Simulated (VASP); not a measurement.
Level of theory: AM05 GGA, VASP's PBE PAW potentials (set 64) (plane waves; VASP 6.6.1).

VASP input:

**POSCAR**
```
Si
1
   -0.0000000000     2.7184672450     2.7184672450
    2.7184672450     0.0000000000     2.7184672450
    2.7184672450     2.7184672450     0.0000000000
Si
2
Direct
  0.0000000000   0.0000000000   0.0000000000
  0.2500000000   0.2500000000   0.2500000000
```

### INCAR
```
ALGO = Normal
EDIFF = 1E-7
ENCUT = 520
GGA = AM
ISIF = 2
ISMEAR = -5
LASPH = .True.
LCHARG = .True.
LORBIT = 11
LREAL = .False.
LWAVE = .False.
NEDOS = 601
NELM = 100
PREC = Accurate
SYSTEM = Si
```

**KPOINTS**
```
K-points
0
gamma
9 9 9
```

POTCAR, in this order: Si (PBE.64 set). Program: vasp_std.

Q: What will the output report for the number of irreducible k-points (NKPTS), largest plane-wave count, number of space-group operations, FFT grid (NGX, NGY, NGZ)?

A: 
```json
{
 "number of irreducible k-points (NKPTS)": "35",
 "largest_plane_wave_count": "1092",
 "number_of_space_group_operations": "48",
 "FFT grid (NGX, NGY, NGZ)": "30 × 30 × 30"
}
```

The compound is Si in the diamond structure. It was relaxed first.
